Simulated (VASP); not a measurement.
Method: r2SCAN meta-GGA, VASP's PBE PAW potentials (set 64) (plane waves; VASP).

Input for VASP

INCAR:
```
LREAL = F
LMAXMIX = 4   ! l cut-off of mixed one-centre charges
LMIXTAU = T
EDIFF = 1E-7   ! SCF stop (eV)
SIGMA = 0.05   ! width (eV)
ENCUT = 480
ALGO = Normal
NELM = 100   ! most electronic steps
SYSTEM = Sb
ISMEAR = 0   ! Gaussian
PREC = Accurate
LASPH = T   ! aspherical one-centre terms
LCHARG = F
LWAVE = F
ISIF = 2   ! forces and stress, cell fixed
METAGGA = R2SCAN
```

POSCAR:
```
Sb
1
    4.0362718445    -2.1770597155     0.0127246453
    4.0362718445     2.1770597155     0.0127246453
    2.8507370433    -0.0000000000     3.5922886675
Sb
2
Direct
  0.2317882386   0.2317882386   0.2317882386
  0.7682117614   0.7682117614   0.7682117614
```

File KPOINTS:
```
Regular mesh
0
Gamma
8 8 8
```

POTCAR, in this order: Sb (PBE.64 set). Program: vasp_std.

The run wrote:

**OSZICAR**
```
       N       E                     dE             d eps       ncg     rms          rms(c)
DAV:   1    -0.647254062165E+01   -0.64725E+01   -0.36793E+03  1170   0.855E+02
DAV:   2    -0.511362029566E+02   -0.44664E+02   -0.43516E+02  1615   0.124E+02
DAV:   3    -0.526499257343E+02   -0.15137E+01   -0.15072E+01  1443   0.290E+01
DAV:   4    -0.526607162794E+02   -0.10791E-01   -0.10788E-01  1403   0.291E+00
DAV:   5    -0.526608160809E+02   -0.99801E-04   -0.99801E-04  1350   0.288E-01    0.251E+00
DAV:   6    -0.513638209252E+02    0.12970E+01   -0.22793E-01  1177   0.397E+00    0.185E+00
DAV:   7    -0.514270630159E+02   -0.63242E-01   -0.51987E-02  1175   0.305E+00    0.843E-01
DAV:   8    -0.513706203062E+02    0.56443E-01   -0.84328E-02  1175   0.310E+00    0.223E-01
DAV:   9    -0.513963772667E+02   -0.25757E-01   -0.13038E-02  1184   0.113E+00    0.817E-02
DAV:  10    -0.513945478090E+02    0.18295E-02   -0.30192E-04  1215   0.170E-01    0.623E-02
DAV:  11    -0.513977199304E+02   -0.31721E-02   -0.33162E-03  1210   0.577E-01    0.846E-03
DAV:  12    -0.513978911473E+02   -0.17122E-03   -0.12019E-04  1256   0.106E-01    0.159E-02
DAV:  13    -0.513978939686E+02   -0.28213E-05   -0.17336E-06  1324   0.120E-02    0.145E-02
DAV:  14    -0.513979184825E+02   -0.24514E-04   -0.37461E-05  1199   0.505E-02    0.488E-03
DAV:  15    -0.513979202429E+02   -0.17604E-05   -0.29090E-06  1291   0.166E-02    0.127E-03
DAV:  16    -0.513979204112E+02   -0.16835E-06   -0.12138E-07   688   0.333E-03    0.762E-04
DAV:  17    -0.513979205742E+02   -0.16300E-06   -0.13528E-07   742   0.397E-03    0.902E-04
DAV:  18    -0.513979205906E+02   -0.16337E-07   -0.47553E-08   587   0.248E-03
   1 F= -.51397921E+02 E0= -.51397587E+02  d E =-.666619E-03
```

File OUTCAR:
```
------------------------ aborting loop because EDIFF is reached ----------------------------------------
  FORCE on cell =-STRESS in cart. coord.  units (eV):
  Direction    XX          YY          ZZ          XY          YZ          ZX
  --------------------------------------------------------------------------------------
  Total        0.0717498     -0.0246490     -0.0140750      0.0000000     -0.0000000      0.0319269
  in kB        1.8254395     -0.6271142     -0.3580931      0.0000000     -0.0000000      0.8122741
  external PRESSURE =       0.2800774 kB  Pullay stress =       0.0000000 kB
  volume of cell :       62.97
      direct lattice vectors                 reciprocal lattice vectors
     4.036271844 -2.177059715  0.012724645     0.124187382 -0.229667563 -0.098551537
     4.036271844  2.177059715  0.012724645     0.124187382  0.229667563 -0.098551537
     2.850737043  0.000000000  3.592288668    -0.000879796  0.000000000  0.279072246
 POSITION                                       TOTAL-FORCE (eV/Angst)
 -----------------------------------------------------------------------------------
      2.53189      0.00000      0.83855         0.006410      0.000000      0.002123
      8.39139      0.00000      2.77919        -0.006410      0.000000     -0.002123
 -----------------------------------------------------------------------------------
    total drift:                               -0.000000      0.000000     -0.000000
  FREE ENERGIE OF THE ION-ELECTRON SYSTEM (eV)
  ---------------------------------------------------
  free  energy   TOTEN  =       -51.3979205906 eV

  energy  without entropy=      -51.3972539719  energy(sigma->0) =      -51.39758728
```
(Selected blocks of OUTCAR.)

The compound is Sb in the a7 structure. It was relaxed first.
